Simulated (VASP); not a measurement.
Calculation: HSE06 screened hybrid, VASP's PBE PAW potentials (set 64) (plane waves; VASP).

VASP ran on this input.

### KPOINTS
```
Automatic mesh
0
Gamma
6 6 6
0 0 0
```

### INCAR
```
AEXX  =  0.25
ALGO  =  Normal
EDIFF  =  1E-6
ENCUT  =  520
GGA  =  PE
HFSCREEN  =  0.2
ISIF  =  2
ISMEAR  =  0
ISYM  =  3
LASPH  =  .TRUE.
LCHARG  =  .FALSE.
LHFCALC  =  .TRUE.
LMAXMIX  =  4
LREAL  =  .FALSE.
LWAVE  =  .FALSE.
NELM  =  60
PREC  =  Accurate
PRECFOCK  =  Fast
SIGMA  =  0.05
SYSTEM  =  PbS
```

### KPOINTS_OPT
```
named points and PBE's band edges
7
Reciprocal
  0.000000   0.000000   0.000000 1 ! GAMMA
  0.500000   0.000000   0.500000 1 ! X
  0.500000   0.500000   0.500000 1 ! L
  0.500000   0.250000   0.750000 1 ! W
  0.375000   0.375000   0.750000 1 ! K
  0.625000   0.250000   0.625000 1 ! U
  0.464290   0.464290   0.464290 1 ! near an edge
```

POSCAR:
```
PbS
1
    0.0000000000     3.0024808368     3.0024808368
    3.0024808368     0.0000000000     3.0024808368
    3.0024808368     3.0024808368     0.0000000000
Pb S
1 1
Direct
  0.0000000000   0.0000000000   0.0000000000
  0.5000000000   0.5000000000   0.5000000000
```

POTCAR, in this order: Pb_d S (PBE.64 set). Program: vasp_std. Read from the step before: WAVECAR.

Unless said otherwise, spin-orbit coupling is left out, though it shifts the bands of the heavy elements here.

**Question.** What does the run give for the energy per atom (σ→0), pressure, band gap (over the mesh, the named points and PBE's band edges)?

**Answer.** 
The energy per atom (σ→0) is -5218 meV/atom and the band gap (over the mesh, the named points and PBE's band edges) is 0.96 eV. The pressure is -1.12 GPa.

### OSZICAR
```
...
DAV:   4    -0.104370386782E+02    0.16735E-03   -0.50679E-04   550   0.264E-01    0.195E-01
DAV:   5    -0.104369865197E+02    0.52158E-04   -0.57325E-05   520   0.112E-01    0.103E-01
DAV:   6    -0.104369647154E+02    0.21804E-04   -0.16693E-05   478   0.526E-02    0.486E-02
DAV:   7    -0.104369586656E+02    0.60498E-05   -0.60391E-06   484   0.248E-02    0.222E-02
DAV:   8    -0.104369572605E+02    0.14051E-05   -0.14382E-06   346   0.124E-02    0.119E-02
DAV:   9    -0.104369570797E+02    0.18076E-06   -0.69819E-07   260   0.830E-03
   1 F= -.10436957E+02 E0= -.10436957E+02  d E =-.112063E-15
       N       E                     dE             ncg
```

The compound is PbS in the rock salt structure. It was relaxed first.
